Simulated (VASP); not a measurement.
Output of a VASP run:

**OSZICAR**
```
...
DAV:   6    -0.587447542043E+01    0.48848E-01   -0.37524E-02   684   0.143E+00    0.424E+00
DAV:   7    -0.586137265806E+01    0.13103E-01   -0.72709E-02   659   0.197E+00    0.197E-01
DAV:   8    -0.586059079505E+01    0.78186E-03   -0.10566E-02   644   0.747E-01    0.113E-01
DAV:   9    -0.586067364813E+01   -0.82853E-04   -0.30943E-04   794   0.140E-01    0.358E-02
DAV:  10    -0.586069725217E+01   -0.23604E-04   -0.46455E-05   679   0.591E-02    0.939E-03
DAV:  11    -0.586069901955E+01   -0.17674E-05   -0.93811E-06   734   0.216E-02    0.427E-03
DAV:  12    -0.586069847572E+01    0.54383E-06   -0.19396E-06   425   0.104E-02
   1 F= -.58606985E+01 E0= -.58606985E+01  d E =-.586070E+01
       N       E                     dE             d eps       ncg     rms          rms(c)
DAV:   1    -0.595364932972E+01   -0.92950E-01   -0.27566E+00   629   0.103E+01    0.160E+00
DAV:   2    -0.588993931738E+01    0.63710E-01   -0.10080E-01   624   0.218E+00    0.808E-01
DAV:   3    -0.586610261134E+01    0.23837E-01   -0.75854E-02   634   0.156E+00    0.203E-01
DAV:   4    -0.586616072430E+01   -0.58113E-04   -0.87240E-04   704   0.221E-01    0.121E-01
DAV:   5    -0.586618503211E+01   -0.24308E-04   -0.11082E-04   689   0.805E-02    0.285E-02
DAV:   6    -0.586619110222E+01   -0.60701E-05   -0.10639E-05   684   0.240E-02    0.815E-03
DAV:   7    -0.586619189301E+01   -0.79079E-06   -0.54034E-07   377   0.589E-03
   2 F= -.58661919E+01 E0= -.58661919E+01  d E =-.549342E-02
       N       E                     dE             d eps       ncg     rms          rms(c)
DAV:   1    -0.589288640172E+01   -0.26695E-01   -0.56665E-01   629   0.477E+00    0.740E-01
DAV:   2    -0.587997951181E+01    0.12907E-01   -0.20084E-02   624   0.968E-01    0.365E-01
DAV:   3    -0.587522722781E+01    0.47523E-02   -0.14860E-02   634   0.691E-01    0.893E-02
DAV:   4    -0.587523939372E+01   -0.12166E-04   -0.17118E-04   694   0.985E-02    0.530E-02
DAV:   5    -0.587524018032E+01   -0.78660E-06   -0.23725E-05   694   0.370E-02    0.106E-02
DAV:   6    -0.587523998752E+01    0.19281E-06   -0.18703E-06   594   0.101E-02
   3 F= -.58752400E+01 E0= -.58752400E+01  d E =-.145415E-01
       N       E                     dE             d eps       ncg     rms          rms(c)
DAV:   1    -0.587568946671E+01   -0.44929E-03   -0.14790E-02   624   0.783E-01    0.582E-02
DAV:   2    -0.587567605559E+01    0.13411E-04   -0.64264E-04   739   0.172E-01    0.313E-02
DAV:   3    -0.587565263746E+01    0.23418E-04   -0.42086E-05   674   0.411E-02    0.106E-02
DAV:   4    -0.587565156147E+01    0.10760E-05   -0.57357E-06   689   0.159E-02    0.471E-03
DAV:   5    -0.587565209844E+01   -0.53696E-06   -0.36345E-07   322   0.469E-03
   4 F= -.58756521E+01 E0= -.58756521E+01  d E =-.412111E-03
       N       E                     dE             d eps       ncg     rms          rms(c)
DAV:   1    -0.587630552868E+01   -0.65397E-03   -0.90388E-02   624   0.194E+00    0.142E-01
DAV:   2    -0.587622567654E+01    0.79852E-04   -0.39131E-03   744   0.425E-01    0.772E-02
DAV:   3    -0.587608551894E+01    0.14016E-03   -0.25584E-04   669   0.101E-01    0.266E-02
DAV:   4    -0.587607861002E+01    0.69089E-05   -0.35655E-05   739   0.395E-02    0.117E-02
DAV:   5    -0.587608069450E+01   -0.20845E-05   -0.22747E-06   440   0.117E-02    0.136E-03
DAV:   6    -0.587608085485E+01   -0.16035E-06   -0.17586E-07   327   0.361E-03
   5 F= -.58760809E+01 E0= -.58760809E+01  d E =-.840867E-03
```

OUTCAR:
```
------------------------ aborting loop because EDIFF is reached ----------------------------------------
  FORCE on cell =-STRESS in cart. coord.  units (eV):
  Direction    XX          YY          ZZ          XY          YZ          ZX
  --------------------------------------------------------------------------------------
  Total        0.0163384      0.0163384     -0.0214867      0.0000000     -0.0000000      0.0000000
  in kB        0.3460929      0.3460929     -0.4551497      0.0000000     -0.0000000      0.0000000
  external PRESSURE =       0.0790120 kB  Pullay stress =       0.0000000 kB
  volume of cell :       75.64
      direct lattice vectors                 reciprocal lattice vectors
     2.056051777 -3.561186129 -0.000000000     0.243184537 -0.140402659 -0.000000000
     2.056051777  3.561186129  0.000000000     0.243184537  0.140402659  0.000000000
     0.000000000 -0.000000000  5.164968409     0.000000000 -0.000000000  0.193612026
 POSITION                                       TOTAL-FORCE (eV/Angst)
 -----------------------------------------------------------------------------------
      0.50611      0.87660      3.44331        -0.003088     -0.005349      0.000000
      3.09989     -0.00000      0.00000         0.006176      0.000000     -0.000000
      0.50611     -0.87660      1.72165        -0.003088      0.005349     -0.000000
 -----------------------------------------------------------------------------------
    total drift:                               -0.000222     -0.000435      0.000011
  FREE ENERGIE OF THE ION-ELECTRON SYSTEM (eV)
  ---------------------------------------------------
  free  energy   TOTEN  =        -5.8760808548 eV

  energy  without entropy=       -5.8760808548  energy(sigma->0) =       -5.87608085

 reached required accuracy - stopping structural energy minimisation
```
(Selected blocks of OUTCAR.)

### POSCAR
```
Se
1
    2.0440240241    -3.5403534499     0.0000000000
    2.0440240241     3.5403534499    -0.0000000000
    0.0000000000    -0.0000000000     5.0758695168
Se
3
Direct
  1.0000000000   0.2467083397   0.6666670000
  0.7532916603   0.7532916603   1.0000000000
  0.2467083397   1.0000000000   0.3333330000
```

Problem. Reconstruct the remaining input files.

Solution. One answer among several that fit: the input of the run itself, optB86b-vdW, plane waves, VASP's PBE PAW potentials (set 64).

INCAR:
```
SYSTEM = Se
PREC = Accurate
ENCUT = 520
EDIFF = 1E-6
NELM = 100
ALGO = Normal
LREAL = .FALSE.
LASPH = .TRUE.
ISMEAR = 0
SIGMA = 0.05
GGA = MK
PARAM1 = 0.1234
PARAM2 = 1.0
LUSE_VDW = .TRUE.
AGGAC = 0.0
LMAXMIX = 4
LWAVE = .FALSE.
LCHARG = .FALSE.
IBRION = 2
ISIF = 3
NSW = 60
EDIFFG = -0.02
```

### KPOINTS
```
Automatic mesh
0
G
6 6 4
0 0 0
```

POTCAR, in this order: Se (PBE.64 set). Program: vasp_std.

Energy and stress use the plane-wave basis of the starting cell.

The compound is Se in the trig structure. This run relaxes it. Symmetry was kept, so distortions that lower it aren't found. The start is the result of an earlier pass.
